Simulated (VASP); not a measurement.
Ru (hcp) relaxed at rising pressure, in one space group throughout; other phases were not tried. The pressures are those reached. Level of theory: LDA (Ceperley-Alder, Perdew-Zunger), VASP's LDA PAW potentials (set 64) (plane waves; VASP 6.6.1).

| P (GPa) | V (Å³/atom) | k-mesh |
|---|---|---|
| 0.12 | 13.118 | 16×16×9 |
| 4.87 | 12.952 | 16×16×9 |
| 9.99 | 12.788 | 16×16×9 |
| 20.11 | 12.495 | 16×16×9 |
| 29.99 | 12.245 | 16×16×9 |

### Question
Fit an equation of state and predict the volume at 44.99 GPa.

### Answer
Least squares on the third-order Birch-Murnaghan form, P = (3B0/2)(y⁷ − y⁵)[1 + (3/4)(B′ − 4)(y² − 1)] with y = (V0/V)^(1/3), gives V0 = 13.122 Å³/atom, B0 = 361 GPa and B′ = 5.3, and so 11.914 Å³/atom. The run gave 11.908 Å³/atom, -0.1 % from the fit.

Pressures at which the relaxation failed are left out.

The compound is Ru in the hcp structure.
